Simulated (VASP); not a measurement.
Level of theory: PBEsol GGA, VASP's PBE PAW potentials (set 64) (plane waves; VASP).

VASP ran on this input.

**INCAR**
```
ALGO = Normal
EDIFF = 1E-7
ENCUT = 400
GGA = PS
ISIF = 2
ISMEAR = -5
LASPH = T
LCHARG = T
LMAXMIX = 6
LORBIT = 11
LREAL = F
LWAVE = F
NEDOS = 601
NELM = 100
PREC = Accurate
SYSTEM = La
```

**KPOINTS**
```
Regular mesh
0
gamma
 14 14 14
0 0 0
```

### POSCAR
```
La
1
   -2.0553001975     2.0553001975     2.0553001975
    2.0553001975    -2.0553001975     2.0553001975
    2.0553001975     2.0553001975    -2.0553001975
La
1
Direct
  0.0000000000   0.0000000000   0.0000000000
```

POTCAR, in this order: La (PBE.64 set). Program: vasp_std.

What VASP printed:

File OSZICAR:
```
       N       E                     dE             d eps       ncg     rms          rms(c)
DAV:   1     0.897487321797E+02    0.89749E+02   -0.32277E+03  1872   0.122E+03
DAV:   2    -0.285993017902E-01   -0.89777E+02   -0.88957E+02  2720   0.205E+02
DAV:   3    -0.497237891324E+01   -0.49438E+01   -0.47950E+01  2880   0.796E+01
DAV:   4    -0.522407874748E+01   -0.25170E+00   -0.24855E+00  3337   0.151E+01
DAV:   5    -0.524029851091E+01   -0.16220E-01   -0.16221E-01  3142   0.351E+00    0.226E+00
DAV:   6    -0.521986220538E+01    0.20436E-01   -0.16094E-02  3582   0.123E+00    0.130E+00
DAV:   7    -0.520775919248E+01    0.12103E-01   -0.10355E-02  3543   0.853E-01    0.129E-01
DAV:   8    -0.520752321475E+01    0.23598E-03   -0.47566E-04  3621   0.204E-01    0.146E-02
DAV:   9    -0.520753008378E+01   -0.68690E-05   -0.15831E-05  3560   0.407E-02    0.761E-03
DAV:  10    -0.520753167839E+01   -0.15946E-05   -0.14332E-06  3541   0.152E-02    0.254E-03
DAV:  11    -0.520753187041E+01   -0.19202E-06   -0.50030E-08  2613   0.223E-03    0.663E-04
DAV:  12    -0.520753208979E+01   -0.21938E-06   -0.19016E-08  2245   0.211E-03    0.440E-05
DAV:  13    -0.520753209504E+01   -0.52449E-08   -0.28572E-09  1981   0.102E-03
   1 F= -.52075321E+01 E0= -.52075321E+01  d E =0.000000E+00
```

File OUTCAR:
```
------------------------ aborting loop because EDIFF is reached ----------------------------------------
  FORCE on cell =-STRESS in cart. coord.  units (eV):
  Direction    XX          YY          ZZ          XY          YZ          ZX
  --------------------------------------------------------------------------------------
  Total        0.0089681      0.0089681      0.0089681      0.0000000     -0.0000000     -0.0000000
  in kB        0.4137382      0.4137382      0.4137382      0.0000000     -0.0000000     -0.0000000
  external PRESSURE =       0.4137382 kB  Pullay stress =       0.0000000 kB
  volume of cell :       34.73
      direct lattice vectors                 reciprocal lattice vectors
    -2.055300197  2.055300197  2.055300197     0.000000000  0.243273465  0.243273465
     2.055300197 -2.055300197  2.055300197     0.243273465  0.000000000  0.243273465
     2.055300197  2.055300197 -2.055300197     0.243273465  0.243273465  0.000000000
 POSITION                                       TOTAL-FORCE (eV/Angst)
 -----------------------------------------------------------------------------------
      0.00000      0.00000      0.00000         0.000000      0.000000     -0.000000
 -----------------------------------------------------------------------------------
    total drift:                                0.000000     -0.000000     -0.000000
  FREE ENERGIE OF THE ION-ELECTRON SYSTEM (eV)
  ---------------------------------------------------
  free  energy   TOTEN  =        -5.2075320950 eV

  energy  without entropy=       -5.2075320950  energy(sigma->0) =       -5.20753210

 total charge

# of ion       s       p       d       f       tot
--------------------------------------------------
    1        2.099   5.526   0.949   0.084   8.658
```
(Selected blocks of OUTCAR.)

OUTCAR:
```
 val. band max:        8.3392233481   @ k =   0.1429   0.1429   0.1429

 cond. band min:       8.3392233481   @ k =   0.1429   0.1429   0.1429


 Fermi energy:         8.3559833263

 k-point     1 :       0.0000    0.0000    0.0000
  band No.  band energies     occupation
      1     -24.4071      2.00000
      2      -7.1790      2.00000
      3      -7.1790      2.00000
      4      -7.1790      2.00000
      5       5.1894      2.00000
      6       9.9115      0.00000
      7       9.9122      0.00000
      8       9.9150      0.00000
      9       9.9920      0.00000

 k-point     2 :       0.0714    0.0000    0.0000
  band No.  band energies     occupation
      1     -24.3941      2.00000
      2      -7.2761      2.00000
      3      -7.2068      2.00000
      4      -7.1804      2.00000
      5       5.3690      2.00000
      6       9.6164      0.00000
      7       9.6215      0.00000
      8       9.9840      0.00000
      9       9.9851      0.00000

 k-point     3 :       0.1429    0.0000    0.0000
  band No.  band energies     occupation
      1     -24.3574      2.00000
      2      -7.5383      2.00000
      3      -7.2836      2.00000
      4      -7.1842      2.00000
      5       5.8455      2.00000
      6       9.2477      0.00000
      7       9.2582      0.00000
      8       9.9664      0.00000
      9      10.1386      0.00000

 k-point     4 :       0.2143    0.0000    0.0000
  band No.  band energies     occupation
      1     -24.3036      2.00000
      2      -7.8950      2.00000
      3      -7.3916      2.00000
      4      -7.1898      2.00000
      5       6.4092      2.00000
      6       8.8813      0.00000
      7       9.0220      0.00000
      8       9.9539      0.00000
      9      10.2599      0.00000

 k-point     5 :       0.2857    0.0000    0.0000
  band No.  band energies     occupation
      1     -24.2429      2.00000
      2      -8.2656      2.00000
      3      -7.5079      2.00000
...
```

For a metal the tetrahedron method with Blöchl corrections gives inexact stress and forces.

The structure was generated: La was put into the bcc type (Im-3m), which need not be its known phase. It was relaxed first, which changed the volume by -7 %.
